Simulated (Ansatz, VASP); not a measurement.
# Cross-check of SnH2 between VASP and Ansatz

Wanted: the spread between two codes on one cell, functional and k mesh. The cell is generated by rule, not measured, and may not be a known phase. The cell is taken from a series of runs on this material, whose earlier steps may have relaxed, scaled, displaced or heated it; both programs get it as it stands.

Main program and level: Ansatz 0.2.0; plane waves, with VASP 6.6.1 beside it; single point at PBE.

The structure was built from a prototype and need not be the compound's stable phase.

## Step 1: The starting structure

It takes space group Imma (No. 74, orthorhombic). Conventional cell: a = 6.870 Å, b = 7.284 Å, c = 6.870 Å, α = 90.00°, β = 90.00°, γ = 90.00°. Sn has 6 H at 2.14 to 2.24 Å nearest. Nearest to Sn lie 4 H at 2.14 to 2.17 Å. Nearest to H lie 2 Sn at 2.14 to 2.17 Å. H has 3 Sn at 2.14 to 2.24 Å nearest. Farther neighbours are not listed.

Coordinates:

```
Sn H
1.0
     4.85760    0.00000    3.64200
     4.85760    0.00000   -3.64200
     0.00000    4.85760    3.64200
Sn H
4 8
Direct
  0.00000 0.00000 0.00000
  0.50000 0.50000 0.00000
  0.25000 0.25002 0.50002
  0.75000 0.74998 0.49998
  0.98902 0.32206 0.31107
  0.51098 0.80009 0.31107
  0.01098 0.67794 0.68893
  0.48902 0.19991 0.68893
  0.56107 0.24951 0.18843
  0.06107 0.75049 0.18942
  0.93893 0.24951 0.81058
  0.43893 0.75049 0.81157
```

## Step 2: VASP: single point, PBE, pair 1

A single point gives forces, pressure and levels at one fixed geometry, so differences don't come from the geometry; what else differs is listed under the comparison.

Lines of VASP's logs that name or quote its potential files are left out, and so is its time.

The input, INCAR:

```
SYSTEM = SnH2
PREC = Accurate
ENCUT = 500
EDIFF = 1E-06
NELM = 120
ISMEAR = 1
SIGMA = 0.2
LREAL = .FALSE.
ALGO = Normal
GGA = PE
NBANDS = 44
LORBIT = 11
LWAVE = .FALSE.
LCHARG = .FALSE.
ISIF = 2
LASPH = .TRUE.
GGA_COMPAT = .FALSE.
KPAR = 2
```

The input, POSCAR:

```
SnH2
1.0
    4.8575969519      0.0000000000      3.6419952209
    4.8575969519      0.0000000000     -3.6419952209
    0.0000000000      4.8575969519      3.6419952209
Sn H
4 8
Direct
    0.0000000000      0.0000000000      0.0000000000
    0.5000000000      0.5000000000      0.0000000000
    0.2500000000      0.2500173001      0.5000173001
    0.7500000000      0.7499826999      0.4999826999
    0.9890170092      0.3220555082      0.3110725174
    0.5109829908      0.8000895266      0.3110725174
    0.0109829908      0.6779444918      0.6889274826
    0.4890170092      0.1999104734      0.6889274826
    0.5610725174      0.2495069539      0.1884344365
    0.0610725174      0.7504930461      0.1894205286
    0.9389274826      0.2495069539      0.8105794714
    0.4389274826      0.7504930461      0.8115655635
```

The input, KPOINTS:

```
Automatic mesh
0
Gamma
8 8 8
0 0 0
```

PAW data sets: Sn_d and H (PBE family, release 64).

Launch:

```
> mpirun -np 2 vasp_std
```

Numbers of over 12 decimals in the logs are rounded to 6 here.

Log:

```text
[banner, memory and clock lines left out]
running    2 mpi-ranks, on    1 nodes
 distrk:  each k-point on    1 cores,    2 groups
 distr:  one band on    1 cores,    1 groups

 POSCAR found type information on POSCAR SnH
 POSCAR found :  2 types and      12 ions
 LDA part: xc-table for (Slater+PW92), standard interpolation
 POSCAR, INCAR and KPOINTS ok, starting setup
 FFT: planning ... GRIDC
 FFT: planning ... GRID_SOFT
 FFT: planning ... GRID
 WAVECAR not read
 entering main loop
       N       E                     dE             d eps       ncg     rms          rms(c)
DAV:   1     0.609663220350E+03    0.60966E+03   -0.29606E+04  8844   0.190E+03
DAV:   2     0.567594152445E+02   -0.55290E+03   -0.53313E+03  8368   0.534E+02
DAV:   3    -0.330622360425E+02   -0.89822E+02   -0.86975E+02  9588   0.183E+02
DAV:   4    -0.381352177089E+02   -0.50730E+01   -0.50025E+01  9784   0.455E+01
DAV:   5    -0.382934693064E+02   -0.15825E+00   -0.15802E+00 11460   0.833E+00    0.698E+00
DAV:   6    -0.370438174925E+02    0.12497E+01   -0.82220E-01 10404   0.557E+00    0.335E+00
DAV:   7    -0.367973696420E+02    0.24645E+00   -0.11062E+00  9920   0.406E+00    0.760E-01
DAV:   8    -0.368102969914E+02   -0.12927E-01   -0.11832E-01  9592   0.267E+00    0.322E-01
DAV:   9    -0.368082712144E+02    0.20258E-02   -0.92649E-03 10560   0.101E+00    0.158E-01
DAV:  10    -0.368086084579E+02   -0.33724E-03   -0.24728E-03 10752   0.336E-01    0.756E-02
DAV:  11    -0.368086587381E+02   -0.50280E-04   -0.83451E-04 10328   0.221E-01    0.364E-02
DAV:  12    -0.368086274161E+02    0.31322E-04   -0.11039E-04  9912   0.686E-02    0.153E-02
DAV:  13    -0.368086205140E+02    0.69020E-05   -0.23660E-05 10208   0.304E-02    0.270E-03
DAV:  14    -0.368086210883E+02   -0.57428E-06   -0.27235E-06  7372   0.118E-02
   1 F= -.36808621E+02 E0= -.36809998E+02  d E =0.412950E-02
```

OUTCAR, selected parts (step 2):

```text
ion  position               nearest neighbor table
   1  0.000  0.000  0.000-   5 2.14   7 2.14  10 2.24  11 2.24   9 2.24  12 2.24   2 3.64   2 3.64

  LATTYP: Found a body centered tetragonal cell.
 ALAT       =     6.8696794899
 C/A-ratio  =     1.0603100847

 Subroutine GETGRP returns: Found  8 space group operations
 (whereof  4 operations were pure point group operations)

The static configuration has the point symmetry C_2h.
 The point group associated with its full space group is D_2h.

 Found     95 irreducible k-points:

   k-points           NKPTS =     95   k-points in BZ     NKDIM =     95   number of bands    NBANDS=     44

   dimension x,y,z NGX =    48 NGY =   48 NGZ =   48
   dimension x,y,z NGXF=    96 NGYF=   96 NGZF=   96

   ENCUT  =  500.0 eV  36.75 Ry    6.06 a.u.  11.07 11.07 11.07*2*pi/ulx,y,z

   NELECT =      64.0000    total number of electrons

 k-points in reciprocal lattice and weights: Automatic mesh
   0.00000000  0.00000000  0.00000000       0.002
   0.12500000  0.00000000  0.00000000       0.008
   0.12500000  0.00000000  0.12500000       0.008
   0.25000000  0.00000000  0.00000000       0.008
   0.25000000  0.00000000  0.25000000       0.008
   0.37500000  0.00000000 -0.00000000       0.008
   0.37500000  0.00000000  0.37500000       0.008
   0.50000000  0.00000000  0.00000000       0.004
   0.50000000  0.00000000  0.50000000       0.004
[...]
0.37500000 -0.37500000  0.37500000       0.004
   0.50000000  0.50000000  0.50000000       0.002

 average (electrostatic) potential at core
       1-102.5686       2-102.5686       3-102.5564       4-102.5564       5 -32.2970
       6 -32.2970       7 -32.2970       8 -32.2970       9 -32.2927      10 -32.2927
      11 -32.2927      12 -32.2927

 E-fermi :   5.0015

 k-point     1 :       0.0000    0.0000    0.0000
  band No.  band energies     occupation
    ...
     29       0.2607      2.00000
     30       0.2618      2.00000
     31       2.9961      2.00000
     32       3.8964      2.00000
     33       3.9403      2.00000
     34       6.3815     -0.00000
     35       6.9949     -0.00000
     36       7.3723     -0.00000
     37       7.3760     -0.00000
     38       9.5125      0.00000
    ...

 k-point     2 :       0.1250    0.0000    0.0000
  band No.  band energies     occupation
    ...
     29       0.2201      2.00000
     30       0.9344      2.00000
     31       2.6682      2.00000
     32       4.1312      2.00000
     33       4.2043      2.00000
     34       6.3958     -0.00000
     35       7.1121     -0.00000
     36       7.1893     -0.00000
     37       7.4598     -0.00000
     38       8.4796     -0.00000
    ...

 k-point     3 :       0.1250    0.0000    0.1250
  band No.  band energies     occupation
    ...
     29       0.3224      2.00000
     30       0.9206      2.00000
     31       2.6702      2.00000
     32       4.1109      2.00000
     33       4.2245      2.00000
     34       6.3972     -0.00000
     35       7.1117     -0.00000
     36       7.1742     -0.00000
     37       7.4637     -0.00000
     38       8.4803     -0.00000
    ...

  Total       -0.1969656     -0.1969656      0.2392977     -0.0320738     -0.0000000      0.0000000
  in kB       -1.8360679     -1.8360679      2.2306776     -0.2989848     -0.0000000      0.0000000
  external PRESSURE =      -0.4804861 kB  Pullay stress =       0.0000000 kB

  energy-cutoff  :      500.00
  volume of cell :      171.87
      direct lattice vectors                 reciprocal lattice vectors
     4.857596952  0.000000000  3.641995221     0.102931553 -0.102931553  0.137287385
     4.857596952  0.000000000 -3.641995221     0.102931553  0.102931553 -0.137287385
     0.000000000  4.857596952  3.641995221     0.000000000  0.205863107  0.000000000

 POSITION                                       TOTAL-FORCE (eV/Angst)
 -----------------------------------------------------------------------------------
      0.00000      0.00000      0.00000         0.000000     -0.000000     -0.000000
      4.85760      0.00000      0.00000         0.000000     -0.000000     -0.000000
      2.42888      2.42888      1.82100         0.022297      0.022297     -0.000000
      7.28631      2.42871      1.82100        -0.022297     -0.022297     -0.000000
      6.36866      1.51106      3.56200         0.002494      0.002494     -0.163560
      6.36866      1.51106      0.08000         0.002494      0.002494      0.163560
      3.34653      3.34653      0.08000        -0.002494     -0.002494      0.163560
      3.34653      3.34653      3.56200        -0.002494     -0.002494     -0.163560
      3.93747      0.91534      1.82100        -0.002967     -0.007837      0.000000
      3.94226      0.92013     -1.82100         0.007837      0.002967     -0.000000
      5.77294      3.93747      5.46299        -0.007837     -0.002967      0.000000
      5.77773      3.94226      1.82100         0.002967      0.007837     -0.000000
 -----------------------------------------------------------------------------------
    total drift:                                0.000000      0.000000     -0.000000

  FREE ENERGIE OF THE ION-ELECTRON SYSTEM (eV)
  ---------------------------------------------------
  free  energy   TOTEN  =       -36.8086210883 eV

  energy  without entropy=      -36.8127505905  energy(sigma->0) =      -36.80999759

 total charge
# of ion       s       p       d       tot
------------------------------------------
    1        1.335   0.793  10.000  12.128
    2        1.335   0.793  10.000  12.128
    3        1.334   0.799  10.000  12.133
    4        1.334   0.799  10.000  12.133
    5        0.483   0.009   0.000   0.492
    6        0.483   0.009   0.000   0.492
    7        0.483   0.009   0.000   0.492
    8        0.483   0.009   0.000   0.492
    9        0.481   0.009   0.000   0.490
   10        0.481   0.009   0.000   0.490
   11        0.481   0.009   0.000   0.490
   12        0.481   0.009   0.000   0.490
--------------------------------------------------
tot          9.193   3.257  40.000  52.450

[... 3 further parts left out ...]
```

The run ends at a pressure of -0.05 GPa, with forces up to 0.16 eV/Å.

## Step 3: Ansatz: single point, PBE, pair 1

Ansatz runs on its default PAW (the set named soft_2) files.

The same cell, functional, mesh and smearing now go to Ansatz, which takes its cutoff from its data sets.

The input, input.yaml:

```yaml
crystal:
  lattice:
    - [4.8575969519, 0.0, 3.6419952209]
    - [4.8575969519, 0.0, -3.6419952209]
    - [0.0, 4.8575969519, 3.6419952209]
  atoms:
    - { symbol: Sn, position: [0.0, 0.0, 0.0] }
    - { symbol: Sn, position: [0.5, 0.5, 0.0] }
    - { symbol: Sn, position: [0.25, 0.2500173001, 0.5000173001] }
    - { symbol: Sn, position: [0.75, 0.7499826999, 0.4999826999] }
    - { symbol: H, position: [-0.0109829908, 0.3220555082, 0.3110725174] }
    - { symbol: H, position: [0.5109829908, 0.8000895266, 0.3110725174] }
    - { symbol: H, position: [0.0109829908, 0.6779444918, 0.6889274826] }
    - { symbol: H, position: [0.4890170092, 0.1999104734, 0.6889274826] }
    - { symbol: H, position: [0.5610725174, 0.2495069539, 0.1884344365] }
    - { symbol: H, position: [0.0610725174, 0.7504930461, 0.1894205286] }
    - { symbol: H, position: [0.9389274826, 0.2495069539, 0.8105794714] }
    - { symbol: H, position: [0.4389274826, 0.7504930461, 0.8115655635] }
kpoints:
  mp_grid: { grid: [8, 8, 8] }
hamiltonian:
  xc: pbe
scf:
  occupations: { method: methfessel_paxton, width: 0.2 }
output:
  forces: true
  stress: true
  eigenvalues: true
```

Launch:

```
> ansatz run input.yaml --threads 8 --pin off --max-ram 14336MiB --backend cpu --events-out ev --progress --plain --runs-dir out
```

Log:

```text
Engine: ansatz 0.2.0, aarch64-unknown-linux-gnu
Pseudopotentials: kind: paw
Pseudopotential: Sn, paw, valence charge 14, recommended cutoff 420 eV (normal), Sn.paw.azcp
Pseudopotential: H, paw, valence charge 1, recommended cutoff 420 eV (normal), H.paw.azcp
Functional definition: PBE
  parameter kappa = 0.804
  parameter beta = 0.066725
  exchange = pbe_x(kappa = kappa, mu = beta*pi^2/3)
  correlation = pbe_c(beta = beta)
Crystal: 12 atoms, lattice volume = 171.875 Å³
Basis set: ecut = 420 eV, 3329 PW (Γ), exchange–correlation on 90×90×90 points (8 copies of the dense FFT grid, shifted against one another)
Bands: 44, of which v1, the nominal top of the filled ones, is band 32 counted from 1 (31 counted from 0)
Symmetry: 8 space group operations
Space group: Imma (ITA 74), of the structure as read, at distance tolerance 5.6e-5 Å
k-points: 95 of 512
Non-local potential: Sn, projectors of the file, l = 0: 2, l = 1: 2, l = 2: 2, l = 3: 2
Non-local potential: H, projectors of the file, l = 0: 2, l = 1: 1
PAW form: soft (Blöchl's): semilocal exchange-correlation on the pseudo side does not see the compensation charge
PAW one-centre angular grid: Sn, 590 points (default); XC on 64 Gauss nodes
PAW one-centre angular grid: H, 110 points (default); XC on 64 Gauss nodes
Initial density: superposition of atomic densities (neutral atoms: chi_scale 0, normalization atom), corrected by the library's trained network
Initial wavefunctions: pseudopotential atomic-orbital guess
Functional: x = pbe(κ = 0.804, μ = 0.219515), c = pbe(β = 0.066725)
SCF iter   1: F=—  HF=-24218.177575 eV  |F-HF|=—  |Δ(HF+E_count)|=         —  Δρ=3.02e-3  dr2=2.02e-2  ethr=1.77e-3  ⟨swp⟩=6.8  Hψ=17694  notcnv=0  defer=1
preconditioner: auto → Kerker (q_TF=auto, 2.314 Å⁻¹)  [metal: Δε(μ)=0.019 eV  Ē_g=18.850 eV  σ=0.200 eV  W_gap=0.08  n_scr=42 (ndim 8)  ℏωp=22.7 eV  f_vac=0.000  D(μ)=2.17/eV (n_scr^D=12)]
SCF iter   2: F=—  HF=-24218.171158 eV  |F-HF|=—  |Δ(HF+E_count)|=   6.42e-3  S|Δr|=    0.00e0  Δρ=1.60e-3  dr2=5.25e-3  ethr=3.16e-5  ⟨swp⟩=2.9  Hψ=8175  notcnv=0  defer=1
SCF iter   3: F=—  HF=-24218.170304 eV  |F-HF|=—  |Δ(HF+E_count)|=   8.54e-4  S|Δr|=    0.00e0  Δρ=4.66e-4  dr2=6.03e-4  ethr=8.21e-6  ⟨swp⟩=2.5  Hψ=5935  notcnv=0  defer=1
SCF iter   4: F=—  HF=-24218.170209 eV  |F-HF|=—  |Δ(HF+E_count)|=   9.50e-5  S|Δr|=    0.00e0  Δρ=2.27e-4  dr2=1.04e-4  ethr=9.42e-7  ⟨swp⟩=2.8  Hψ=6686  notcnv=0  defer=1
SCF iter   5: F=—  HF=-24218.170222 eV  |F-HF|=—  |Δ(HF+E_count)|=   1.27e-5  S|Δr|=    0.00e0  Δρ=5.73e-5  dr2=4.67e-6  ethr=1.63e-7  ⟨swp⟩=2.0  Hψ=6875  notcnv=0  defer=1
SCF iter   6: F=—  HF=-24218.170250 eV  |F-HF|=—  |Δ(HF+E_count)|=   2.85e-5  S|Δr|=    0.00e0  Δρ=1.95e-5  dr2=6.45e-7  ethr=7.30e-9  ⟨swp⟩=2.0  Hψ=6870  notcnv=0  defer=1
SCF iter   7: F=-24218.170250 eV  HF=-24218.170250 eV  |F-HF|=3.19e-9  |Δ(HF+E_count)|=   9.60e-8  S|Δr|=    0.00e0  Δρ=4.72e-6  dr2=7.10e-8  ethr=1.56e-10  ⟨swp⟩=10.3  Hψ=19973  notcnv=0
SCF 1 converged in 7 iterations: F = -24218.170250 eV  dr2 = 7.10e-8
  greatest PAW one-centre occupation: 0.992 electrons in one spin orbital (limit 2), on the Sn atom at site 1 (counted from 0), in its partial waves of l = 2
SCF converged after 7 iterations
Stability not checked: this state was not tested for a lower state beside it, because cold or Methfessel-Paxton smearing, or corrected tetrahedra, fill the levels in a way that the test cannot read (fill_not_monotonic; see scf.lower_state_search)
Free energy (F): -24218.170250 eV
Harris-Foulkes:  -24218.170250 eV  (|F-HF|=3.19e-9)
Internal energy: -24218.174401 eV  (E = F + TS)
E sigma→0 (E₀):  -24218.171288 eV
Entropy (-TS):   0.004151 eV (0.346 meV/atom)
Fermi energy:    6.872271 eV
--- Per-component energies (eV) ---
  E_band       = -564.030208
  E_kinetic    = 843.199263
  E_local      = -4421.844182  (includes V_loc(G=0)·N_el)
  E_nonlocal   = -120.507443
  E_hartree    = 2509.200628
  E_xc         = -1600.422714
  E_vxc        = -473.672570  (∫ρ·V_xc dr)
  E_paw        = -16539.147177  (= ΣΔE_a)
  E_vpaw       = -1409.587904  (= ΣTr[D̂ρ^β])
  E_aug_tail   = -0.008460  (compensation charges beyond the density's cutoff)
  E_ewald      = -4888.644316
  E_smearing   = 0.004151  (= −TS)
  E_closure    = 0.000000  (closes the sum)
  Σ components = -24218.170250   (vs F -24218.170250, Δ=0.00e0)
--- Forces (eV/Å), atoms counted from 1 ---
  atom   1  Sn    -0.00000000    -0.00000000    -0.00000000
  atom   2  Sn    -0.00000000    -0.00000000     0.00000000
  atom   3  Sn     0.02366664     0.02366664    -0.00000000
  atom   4  Sn    -0.02366664    -0.02366664     0.00000000
  atom   5  H      0.00291388     0.00291388    -0.16524442
  atom   6  H      0.00291388     0.00291388     0.16524442
  atom   7  H     -0.00291388    -0.00291388     0.16524442
  atom   8  H     -0.00291388    -0.00291388    -0.16524442
  atom   9  H     -0.00267007    -0.00827541    -0.00000000
  atom  10  H      0.00827541     0.00267007    -0.00000000
  atom  11  H     -0.00827541    -0.00267007     0.00000000
  atom  12  H      0.00267007     0.00827541     0.00000000
  max |Σ_I F_I| component: 2.78e-17 eV/Å
--- Stress (GPa, compression-positive) ---
       -0.027316      -0.031344      -0.000000
       -0.031344      -0.027316       0.000000
       -0.000000      -0.000000       0.387056
  P = ⅓ Tr σ = 0.1108 GPa (1.108 kbar)
--- Band table (eV; the first three rows and the last of 95) ---
  k-point 0: bands = [... 28 lower, 2.1299, 2.1308, 4.8646, 5.7675, 5.8116, 8.2525, 8.8646, 9.2430, ... 8 higher]
  k-point 1: bands = [... 28 lower, 2.8381, 2.8534, 4.7414, 5.9318, 5.9580, 8.3415, 8.6097, 8.9833, ... 8 higher]
  k-point 2: bands = [... 28 lower, 3.8235, 3.8389, 4.4679, 6.3661, 6.3685, 7.4871, 8.6008, 9.0953, ... 8 higher]
  k-point 94: bands = [... 28 lower, 3.2059, 3.2097, 7.2052, 7.3214, 8.1235, 8.2725, 9.8510, 9.8854, ... 8 higher]
```

In the SCF lines HF is the Harris–Foulkes energy and dr2 the Hartree energy of the density residual, in eV; the loop may stop once dr2 is under the threshold and the program's other checks hold. Hψ counts applications of the Hamiltonian.

The run ends at a pressure of 0.11 GPa, with forces up to 0.17 eV/Å.

## Step 4: Differences

Known differences besides the potentials themselves: the cutoff is 420 eV in Ansatz and 500 eV in VASP. Total energies have different zeros and are not compared.

Both answers:

```
      quantity  Ansatz   VASP  difference
pressure (GPa)    0.11  -0.05       +0.16
```

Forces on 7 of the 12 atoms, those with the largest forces and the largest differences (eV/Å; atoms numbered as in POSCAR):

```
atom          Ansatz x, y, z            VASP x, y, z
 Sn3     0.024, 0.024, 0.000     0.022, 0.022, 0.000
 Sn4   -0.024, -0.024, 0.000   -0.022, -0.022, 0.000
  H5    0.003, 0.003, -0.165    0.002, 0.002, -0.164
  H6     0.003, 0.003, 0.165     0.002, 0.002, 0.164
  H7   -0.003, -0.003, 0.165   -0.002, -0.002, 0.164
  H8  -0.003, -0.003, -0.165  -0.002, -0.002, -0.164
 H10     0.008, 0.003, 0.000     0.008, 0.003, 0.000
```

The forces differ by 0.8 meV/Å r.m.s., which is 1.4 % of the r.m.s. force of 0.055 eV/Å (both taken over all components).

(Continued in part 2 of 2.)

[Lines on the potential files, build, host, timing and source positions are cut from VASP's logs without a mark.]

[Logs are printed without paths, hosts, clocks, repeated set-up lines and the standing remarks that a program may print on its own settings, such as how far it seeks lower states.]

[Hosts, paths, dates, database ids (printed as entryN), source tags and the programs' standing remarks are cut or masked in the printed files.]
